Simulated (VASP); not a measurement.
Here is the system:

```
CELL_PARAMETERS angstrom
      3.91566     0.00000     0.00000
      0.00000     3.91566     0.00000
      0.00000     0.00000     3.91566
ATOMIC_POSITIONS crystal
  K  0.00000 0.00000 0.00000
  Mg 0.50000 0.50000 0.50000
  F  0.50000 0.00000 0.50000
  F  0.00000 0.50000 0.50000
  F  0.50000 0.50000 0.00000
```

The numbers are results of optB86b-vdW, VASP's PBE PAW potentials (set 64) (plane waves; VASP), not measurements. Run with 520 eV cut-off, 6×6×6 Γ-centred mesh, Gaussian smearing of 0.050 eV, potentials K_sv Mg F.

**Question.** Give the stress tensor in GPa (positive for a compressed cell).

**Answer.** 
```
5.40  0.00  0.00
0.00  5.40  0.00
0.00  0.00  5.40
```
The pressure is its mean diagonal, 5.40 GPa.

The compound is KMgF3 in the cubic perovskite structure. This cell is one point of a volume scan, at 0.94 of the reference volume.
